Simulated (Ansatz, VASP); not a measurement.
**Cross-check of SiGe2 (antifluorite type (invented)) between VASP and Ansatz**

Wanted: the spread between two codes on one cell, functional and k mesh. The cell is generated by rule, not measured, and may not be a known phase. The cell is taken from a series of runs on this material, whose earlier steps may have relaxed, scaled, displaced or heated it; both programs get it as it stands.

Program: Ansatz 0.2.0. Level of theory: plane waves, with VASP 6.6.1 beside it; relaxation of cell and atoms at PBEsol. Results are calculated unless marked as measured.

## Step 1: Starting point

Symmetry: Fm-3m, No. 225, cubic system. The conventional cell has a = 6.126 Å, b = 6.126 Å, c = 6.126 Å, α = 90.00°, β = 90.00°, γ = 90.00°. Nearest to Si lie 8 Ge at 2.65 Å. Ge has 4 Si at 2.65 Å nearest. Farther neighbours are not listed.

Structure file:

```cif
data_structure
_symmetry_space_group_name_H-M 'Fm-3m'
_symmetry_Int_Tables_number 225
_cell_length_a 6.1263
_cell_length_b 6.1263
_cell_length_c 6.1263
_cell_angle_alpha 90.000
_cell_angle_beta 90.000
_cell_angle_gamma 90.000
_cell_volume 229.92
loop_
_atom_site_label
_atom_site_type_symbol
_atom_site_symmetry_multiplicity
_atom_site_Wyckoff_symbol
_atom_site_fract_x
_atom_site_fract_y
_atom_site_fract_z
_atom_site_occupancy
Si1 Si 4 a 0.00000 0.00000 0.00000 1
Ge1 Ge 8 c 0.25000 0.75000 0.75000 1
```

## Step 2: VASP: relaxation of cell and atoms, PBEsol

The relaxed volume is the usual yardstick between codes: in a stiff, nearly cubic crystal its relative difference is about their pressure difference at one cell divided by the bulk modulus.

Lines of VASP's logs that name or quote its potential files are left out, and so is its time.

Input file INCAR:

```
SYSTEM = SiGe2
PREC = Accurate
ENCUT = 500
EDIFF = 1E-07
NELM = 120
ISMEAR = 0
SIGMA = 0.1
LREAL = .FALSE.
ALGO = Normal
GGA = PS
NBANDS = 22
LORBIT = 11
LWAVE = .FALSE.
LCHARG = .FALSE.
ISIF = 3
IBRION = 2
NSW = 80
EDIFFG = -0.005
LASPH = .TRUE.
GGA_COMPAT = .FALSE.
NELMIN = 4
```

Input file POSCAR:

```
SiGe2
1.0
    0.0000000000      3.0631290000      3.0631290000
    3.0631290000      0.0000000000      3.0631290000
    3.0631290000      3.0631290000      0.0000000000
Si Ge
1 2
Direct
    0.0000000000      0.0000000000      0.0000000000
    0.2500000816      0.2500000816      0.2500000816
    0.7500000816      0.7500000816      0.7500000816
```

Input file KPOINTS:

```
Automatic mesh
0
Gamma
12 12 12
0 0 0
```

PAW data sets: Si and Ge_d (PBE family, release 64).

Run with:

```
$ mpirun -np 1 vasp_std
```

Numbers of over 12 decimals in the logs are rounded to 6 here.

The program printed:

```text
[banner, memory and clock lines left out]
running    1 mpi-ranks, on    1 nodes
 distrk:  each k-point on    1 cores,    1 groups
 distr:  one band on    1 cores,    1 groups

 POSCAR found type information on POSCAR SiGe
 POSCAR found :  2 types and       3 ions
|                                                                             |
|               ----> ADVICE to this user running VASP <----                  |
|                                                                             |
|     You enforced a specific xc type in the INCAR file but a different       |
|     [... a line on the potential file left out ...]
|     I HOPE YOU KNOW WHAT YOU ARE DOING!                                     |
|                                                                             |

 LDA part: xc-table for (Slater+PW92), standard interpolation
 POSCAR, INCAR and KPOINTS ok, starting setup
 FFT: planning ... GRIDC
 FFT: planning ... GRID_SOFT
 FFT: planning ... GRID
 WAVECAR not read
 entering main loop
       N       E                     dE             d eps       ncg     rms          rms(c)
DAV:   1     0.213699187185E+03    0.21370E+03   -0.15614E+04  3656   0.348E+03
DAV:   2     0.171505854009E+02   -0.19655E+03   -0.18831E+03  3198   0.644E+02
DAV:   3    -0.136129000268E+02   -0.30763E+02   -0.30100E+02  3822   0.148E+02
DAV:   4    -0.146910449385E+02   -0.10781E+01   -0.10763E+01  3624   0.310E+01
DAV:   5    -0.147147812666E+02   -0.23736E-01   -0.23734E-01  3790   0.518E+00    0.343E+00
DAV:   6    -0.146274716234E+02    0.87310E-01   -0.72959E-02  4428   0.356E+00    0.192E+00
DAV:   7    -0.145985024107E+02    0.28969E-01   -0.38263E-02  4422   0.183E+00    0.315E-01
DAV:   8    -0.145964728999E+02    0.20295E-02   -0.51859E-03  4126   0.100E+00    0.827E-02
DAV:   9    -0.145964807194E+02   -0.78195E-05   -0.32676E-04  4032   0.224E-01    0.624E-02
DAV:  10    -0.145964880443E+02   -0.73249E-05   -0.20316E-05  4286   0.422E-02    0.147E-02
DAV:  11    -0.145964883017E+02   -0.25735E-06   -0.87762E-06  4320   0.482E-02    0.418E-03
DAV:  12    -0.145964881841E+02    0.11761E-06   -0.56529E-07  2958   0.564E-03    0.264E-03
DAV:  13    -0.145964880290E+02    0.15505E-06   -0.17075E-07  2112   0.748E-03    0.662E-04
DAV:  14    -0.145964879774E+02    0.51656E-07   -0.59257E-08  1926   0.203E-03
   1 F= -.14596488E+02 E0= -.14591890E+02  d E =-.145965E+02
 curvature:   0.00 expect dE= 0.000E+00 dE for cont linesearch  0.000E+00
 trial: gam= 0.00000 g(F)=  0.259E-39 g(S)=  0.328E-03 ort = 0.000E+00 (trialstep = 0.100E+01)
 search vector abs. value=  0.328E-03
 bond charge predicted
       N       E                     dE             d eps       ncg     rms          rms(c)
DAV:   1    -0.146015483150E+02   -0.50603E-02   -0.69911E-02  3944   0.468E+00    0.406E-01
DAV:   2    -0.145978751667E+02    0.36731E-02   -0.51636E-03  4112   0.130E+00    0.206E-01
DAV:   3    -0.145967167348E+02    0.11584E-02   -0.18914E-03  4138   0.693E-01    0.421E-02
DAV:   4    -0.145966459629E+02    0.70772E-04   -0.10278E-04  4020   0.170E-01    0.192E-02
DAV:   5    -0.145966412599E+02    0.47031E-05   -0.66912E-06  3614   0.363E-02    0.585E-03
DAV:   6    -0.145966415730E+02   -0.31313E-06   -0.50027E-07  3438   0.111E-02    0.285E-03
DAV:   7    -0.145966417059E+02   -0.13287E-06   -0.41955E-08  1848   0.292E-03    0.472E-04
DAV:   8    -0.145966417040E+02    0.18990E-08   -0.17412E-08  1680   0.226E-03
   2 F= -.14596642E+02 E0= -.14592052E+02  d E =-.153727E-03
 trial-energy change:   -0.000154  1 .order   -0.000151   -0.000328    0.000026
 step:   0.9292(harm=  0.9259)  dis= 0.00000  next Energy=   -14.596643 (dE=-0.155E-03)
 reached required accuracy - stopping structural energy minimisation
```

From OUTCAR (step 2):

```text
ion  position               nearest neighbor table
   1  0.000  0.000  0.000-   3 2.65   2 2.65   2 2.65   2 2.65   3 2.65   3 2.65   3 2.65   2 2.65

  LATTYP: Found a face centered cubic cell.
 ALAT       =     6.1262580000

 Subroutine GETGRP returns: Found 48 space group operations
 (whereof 48 operations were pure point group operations)

The static configuration has the point symmetry O_h .

 Found     72 irreducible k-points:

   k-points           NKPTS =     72   k-points in BZ     NKDIM =     72   number of bands    NBANDS=     22

   dimension x,y,z NGX =    32 NGY =   32 NGZ =   32
   dimension x,y,z NGXF=    64 NGYF=   64 NGZF=   64

   ENCUT  =  500.0 eV  36.75 Ry    6.06 a.u.   7.90  7.90  7.90*2*pi/ulx,y,z

   NELECT =      32.0000    total number of electrons

 k-points in reciprocal lattice and weights: Automatic mesh
   0.00000000  0.00000000  0.00000000       0.001
   0.08333333  0.00000000  0.00000000       0.005
   0.16666667  0.00000000  0.00000000       0.005
   0.25000000  0.00000000  0.00000000       0.005
   0.33333333  0.00000000  0.00000000       0.005
   0.41666667  0.00000000  0.00000000       0.005
   0.50000000  0.00000000  0.00000000       0.002
   0.08333333  0.08333333  0.00000000       0.003
   0.16666667  0.08333333  0.00000000       0.014
[...]
-0.33333333  0.50000000  0.16666667       0.007
  -0.25000000  0.50000000  0.25000000       0.003

 average (electrostatic) potential at core
       1 -83.0915       2 -72.4483       3 -72.4483

 E-fermi :   6.6100

 k-point     1 :       0.0000    0.0000    0.0000
  band No.  band energies     occupation
    ...
     15       4.8918      2.00000
     16       5.5018      2.00000
     17       5.5018      2.00000
     18       5.5018      2.00000
     19       5.5912      2.00000
     20      10.7021      0.00000
     21      10.7021      0.00000
     22      10.7021      0.00000

 k-point     2 :       0.0833    0.0000    0.0000
  band No.  band energies     occupation
    ...
     14       4.6454      2.00000
     15       4.6454      2.00000
     16       5.4182      2.00000
     17       5.7648      2.00000
     18       5.7648      2.00000
     19       7.0299      0.00000
     20      10.2862      0.00000
     21      10.2862      0.00000
     22      10.5527      0.00000

 k-point     3 :       0.1667    0.0000    0.0000
  band No.  band energies     occupation
    ...
     14       4.2990      2.00000
     15       4.2990      2.00000
     16       5.8909      2.00000
     17       6.0915      2.00000
     18       6.0915      2.00000
     19       8.6580      0.00000
     20       9.9103      0.00000
     21       9.9103      0.00000
     22      10.4459      0.00000

  Total        0.0065958      0.0065958      0.0065958      0.0000000      0.0000000      0.0000000
  in kB        0.1845782      0.1845782      0.1845782      0.0000000      0.0000000      0.0000000
  external PRESSURE =       0.1845782 kB  Pullay stress =       0.0000000 kB

  energy-cutoff  :      500.00
  volume of cell :       57.25
      direct lattice vectors                 reciprocal lattice vectors
    -0.000000000  3.059068632  3.059068632    -0.163448441  0.163448441  0.163448441
     3.059068632  0.000000000  3.059068632     0.163448441 -0.163448441  0.163448441
     3.059068632  3.059068632  0.000000000     0.163448441  0.163448441 -0.163448441

 POSITION                                       TOTAL-FORCE (eV/Angst)
 -----------------------------------------------------------------------------------
      0.00000      0.00000      0.00000        -0.000000      0.000000     -0.000000
      1.52953      1.52953      1.52953         0.000000      0.000000      0.000000
      4.58860      4.58860      4.58860        -0.000000     -0.000000     -0.000000
 -----------------------------------------------------------------------------------
    total drift:                               -0.000568     -0.000568     -0.000568

  FREE ENERGIE OF THE ION-ELECTRON SYSTEM (eV)
  ---------------------------------------------------
  free  energy   TOTEN  =       -14.5966417040 eV

  energy  without entropy=      -14.5874618584  energy(sigma->0) =      -14.59205178

 reached required accuracy - stopping structural energy minimisation

 total charge
# of ion       s       p       d       tot
------------------------------------------
    1        0.817   0.748   0.000   1.565
    2        1.247   0.980  10.034  12.260
    3        1.247   0.980  10.034  12.260
--------------------------------------------------
tot          3.311   2.707  20.067  26.086

[... 3 further parts left out ...]
```

CONTCAR:

```
SiGe2
   1.00000000000000
    -0.0000000000000000    3.0590686322911069    3.0590686322911069
     3.0590686322911069    0.0000000000000000    3.0590686322911069
     3.0590686322911069    3.0590686322911069    0.0000000000000000
  Si              Ge
     1     2
Direct
     0.0000000000000000    0.0000000000000000    0.0000000000000000
     0.2500000815999996    0.2500000815999996    0.2500000815999996
     0.7500000815999996    0.7500000815999996    0.7500000815999996
```

## Step 3: Ansatz: relaxation of cell and atoms, PBEsol

Ansatz runs on its default PAW (the set named soft_2) files.

The same cell, functional, mesh and smearing now go to Ansatz, which takes its cutoff from its data sets.

Input file input.yaml:

```yaml
crystal:
  lattice:
    - [0.0, 3.0631293334, 3.0631293334]
    - [3.0631293334, 0.0, 3.0631293334]
    - [3.0631293334, 3.0631293334, 0.0]
  atoms:
    - { symbol: Si, position: [0.0, 0.0, 0.0] }
    - { symbol: Ge, position: [0.25, 0.25, 0.25] }
    - { symbol: Ge, position: [0.75, 0.75, 0.75] }
kpoints:
  mp_grid: { grid: [12, 12, 12] }
hamiltonian:
  xc: pbesol
scf:
  occupations: { method: gaussian, width: 0.1 }
output:
  forces: true
  stress: true
  eigenvalues: true
relax:
  adjacent_minimum: "off"
  f_tol: 0.005
  max_steps: 80
  cell: { stress_tol: 0.05 }
```

Run with:

```
$ ansatz run input.yaml --threads 2 --pin off --max-ram 5120MiB --backend cpu --events-out ev --progress --plain --runs-dir out
```

The program printed:

```text
Engine: ansatz 0.2.0, aarch64-unknown-linux-gnu
Pseudopotentials: kind: paw
Pseudopotential: Si, paw, valence charge 4, recommended cutoff 420 eV (normal), Si.paw.azcp
Pseudopotential: Ge, paw, valence charge 14, recommended cutoff 420 eV (normal), Ge.paw.azcp
Functional definition: PBEsol
  exchange = pbesol_x
  correlation = pbesol_c
Crystal: 3 atoms, lattice volume = 57.481 Å³
Basis set: ecut = 420 eV, 1139 PW (Γ), exchange–correlation on 60×60×60 points (8 copies of the dense FFT grid, shifted against one another)
Bands: 20, of which v1, the nominal top of the filled ones, is band 16 counted from 1 (15 counted from 0)
Symmetry: 48 space group operations
Space group: Fm-3m (ITA 225), of the structure as read, at distance tolerance 3.9e-5 Å
k-points: 72 of 1728
Non-local potential: Si, projectors of the file, l = 0: 2, l = 1: 2, l = 2: 2
Non-local potential: Ge, projectors of the file, l = 0: 2, l = 1: 2, l = 2: 3, l = 3: 1
PAW form: soft (Blöchl's): semilocal exchange-correlation on the pseudo side does not see the compensation charge
PAW frozen core: Si, regenerated for the run's functional, and the local potential with it (the file was generated under x = pbe(κ = 0.804, μ = 0.219515), c = pbe(β = 0.066725))
PAW frozen core: Ge, regenerated for the run's functional, and the local potential with it (the file was generated under x = pbe(κ = 0.804, μ = 0.219515), c = pbe(β = 0.066725))
PAW one-centre angular grid: Si, 110 points (default); XC on 64 Gauss nodes
PAW one-centre angular grid: Ge, 590 points (default); XC on 64 Gauss nodes
Initial density: superposition of atomic densities (neutral atoms: chi_scale 0, normalization atom), corrected by the library's trained network
Initial wavefunctions: pseudopotential atomic-orbital guess
Functional: x = pbesol(κ = 0.804, μ = 0.123457), c = pbesol(β = 0.046)
SCF iter   1: F=—  HF=-9127.470824 eV  |F-HF|=—  |Δ(HF+E_count)|=         —  Δρ=2.75e-3  dr2=8.89e-3  ethr=1.77e-3  ⟨swp⟩=5.0  Hψ=6648  notcnv=0
preconditioner: auto → LDOS  [metal: Δε(μ)=0.010 eV  Ē_g=20.255 eV  σ=0.100 eV  W_gap=0.06  n_scr=14 (ndim 8)  ℏωp=27.7 eV  f_vac=0.014  D(μ)=1.86/eV (n_scr^D=14)  β→1.0]
SCF iter   2: F=—  HF=-9127.467738 eV  |F-HF|=—  |Δ(HF+E_count)|=   3.09e-3  Δρ=1.28e-3  dr2=1.07e-3  ethr=2.78e-5  ⟨swp⟩=2.0  Hψ=3076  notcnv=0
SCF iter   3: F=—  HF=-9127.467548 eV  |F-HF|=—  |Δ(HF+E_count)|=   1.90e-4  Δρ=1.02e-3  dr2=3.74e-4  ethr=3.35e-6  ⟨swp⟩=2.0  Hψ=2606  notcnv=0
SCF iter   4: F=—  HF=-9127.467028 eV  |F-HF|=—  |Δ(HF+E_count)|=   5.21e-4  Δρ=1.06e-4  dr2=5.37e-6  ethr=1.17e-6  ⟨swp⟩=2.0  Hψ=2604  notcnv=0
SCF iter   5: F=—  HF=-9127.467019 eV  |F-HF|=—  |Δ(HF+E_count)|=   8.99e-6  Δρ=1.76e-5  dr2=2.84e-7  ethr=1.68e-8  ⟨swp⟩=2.8  Hψ=2629  notcnv=0
SCF iter   6: F=-9127.467019 eV  HF=-9127.467019 eV  |F-HF|=1.75e-9  |Δ(HF+E_count)|=   6.39e-9  Δρ=2.82e-6  dr2=4.91e-9  ethr=3.13e-10  ⟨swp⟩=5.6  Hψ=6257  notcnv=0
SCF 1 converged in 6 iterations: F = -9127.467019 eV  dr2 = 4.91e-9
  greatest PAW one-centre occupation: 0.998 electrons in one spin orbital (limit 2), on the Ge atom at site 2 (counted from 0), in its partial waves of l = 2
relax step   1: F+E_penalty+E_count = -9127.46701854 eV  Δ(F+E_penalty+E_count) = +0.000e0 eV  max|allowed force component| = 2.159e-17 eV/Å  Δτ_max = 0.0000 Å  P = -0.214 GPa  Ω = 57.481 Å³  (6 SCF iters, dr2 threshold 1.00e-7 eV, accepted)
[...]
relax step   2: F+E_penalty+E_count = -9127.46717967 eV  Δ(F+E_penalty+E_count) = -1.611e-4 eV  max|allowed force component| = 1.557e-16 eV/Å  Δτ_max = 0.0000 Å  P = -0.009 GPa  Ω = 57.298 Å³  energy of the carried Pulay correction = +3.293e-5 eV  (4 SCF iters, dr2 threshold 1.15e-7 eV, accepted)
[...]
relax step   3: F+E_penalty+E_count = -9127.46714299 eV  Δ(F+E_penalty+E_count) = +3.668e-5 eV  max|allowed force component| = 1.542e-16 eV/Å  Δτ_max = 0.0000 Å  P = -0.009 GPa  Ω = 57.298 Å³  stress off target by 9.43e-3 GPa  SCF on the basis re-selected at this cell (its energy is not comparable with the rows above)  (5 SCF iters)
basis re-selected at this cell: Δ(F+E_penalty+E_count) = +3.668e-5 eV, ΔP = +0.000 GPa vs the last step (what re-selecting the basis moved, of the pressure what is left beyond the Pulay correction that the steps carried, after the strain that the cell walked since its last selection, with what the two solves' SCF thresholds leave and, on support functions, any second-order correction that the steps lacked; it is no m [...]
SCF converged after 5 iterations
Free energy (F): -9127.467143 eV
Harris-Foulkes:  -9127.467143 eV  (|F-HF|=3.64e-12)
Internal energy: -9127.457939 eV  (E = F + TS)
E sigma→0 (E₀):  -9127.462541 eV
Entropy (-TS):   -0.009204 eV (-3.068 meV/atom)
Fermi energy:    9.577427 eV
--- Per-component energies (eV) ---
  E_band       = -253.430369
  E_kinetic    = 262.126327
  E_local      = -4780.431161  (includes V_loc(G=0)·N_el)
  E_nonlocal   = 860.057652
  E_hartree    = 2099.371369
  E_xc         = -205.522562
  E_vxc        = -177.193580  (∫ρ·V_xc dr)
  E_paw        = -4450.249889  (= ΣΔE_a)
  E_vpaw       = -616.733016  (= ΣTr[D̂ρ^β])
  E_aug_tail   = 0.000759  (compensation charges beyond the density's cutoff)
  E_ewald      = -2914.677866
  E_core_change = 1.867433  (= ΣΔE_core)
  E_smearing   = -0.009204  (= −TS)
  E_closure    = 0.000000  (closes the sum)
  Σ components = -9127.467143   (vs F -9127.467143, Δ=0.00e0)
--- Forces (eV/Å), atoms counted from 1 ---
  atom   1  Si    -0.00000000     0.00000000     0.00000000
  atom   2  Ge     0.00000000    -0.00000000    -0.00000000
  atom   3  Ge    -0.00000000     0.00000000     0.00000000
  max |Σ_I F_I| component: 2.66e-17 eV/Å
--- Stress (GPa, compression-positive) ---
       -0.009435      -0.000000      -0.000000
       -0.000000      -0.009435      -0.000000
       -0.000000      -0.000000      -0.009435
  P = ⅓ Tr σ = -0.0094 GPa (-0.094 kbar)
--- Band table (eV; the first three rows and the last of 72) ---
  k-point 0: bands = [... 12 lower, 7.8649, 7.8649, 7.8649, 8.4713, 8.4713, 8.4713, 8.5462, 13.6667]
  k-point 1: bands = [... 12 lower, 7.0674, 7.6181, 7.6181, 8.3828, 8.7349, 8.7349, 9.9933, 13.2500]
  k-point 2: bands = [... 12 lower, 6.3057, 7.2716, 7.2716, 8.8554, 9.0618, 9.0618, 11.6210, 12.8739]
  k-point 71: bands = [... 12 lower, 0.6953, 3.9765, 8.5583, 8.5583, 10.9804, 11.8520, 14.2264, 15.5402]
--- Relaxed structure (2 steps of the walk, 2 accepted, 1 SCFs on fresh bases) ---
  F+E_penalty+E_count = -9127.46714299 eV   max|allowed force component| = 1.542e-16 eV/Å   (the final SCF, on the basis selected at the relaxed cell)
  cell:  # Å, volume = 57.2980 Å³
    - [0, 3.059871, 3.059871]
    - [3.059871, 0, 3.059871]
    - [3.059871, 3.059871, 0]
  atoms:
    - { symbol: Si, position: [0, 0, 0] }
    - { symbol: Ge, position: [0.250000, 0.250000, 0.250000] }
    - { symbol: Ge, position: [0.75, 0.75, 0.75] }
```

## Step 4: Side by side

Known differences besides the potentials themselves: the cutoff is 420 eV in Ansatz and 500 eV in VASP; Ansatz makes its cores anew for this functional, VASP keeps those of its PBE data sets; Ansatz adds a Pulay correction to the stress that steers its cell, VASP none. Total energies have different zeros and are not compared.

Both answers:

| quantity | Ansatz | VASP | difference |
| --- | --- | --- | --- |
| volume (Å³) | 57.30 | 57.25 | +0.08 % |
| edge a after relaxation, in the typed setting (Å) | 4.327 | 4.326 | +0.03 % |

## Step 5: Results

* difference in volume (relaxation of cell and atoms, PBEsol): 0.079 %

What this shows: The difference in volume is 0.079 % (relaxation of cell and atoms, PBEsol), within the 1.2 % picked in this series as the mark of a large difference, as far as the stopping tolerances let one tell. How closely two codes agree says nothing of how well the functional describes the real material.

[Lines on the potential files, build, host, timing and source positions are cut from VASP's logs without a mark.]

[Logs are printed without paths, hosts, clocks, repeated set-up lines and the standing remarks that a program may print on its own settings, such as how far it seeks lower states.]

[Hosts, paths, dates, database ids (printed as entryN), source tags and the programs' standing remarks are cut or masked in the printed files.]
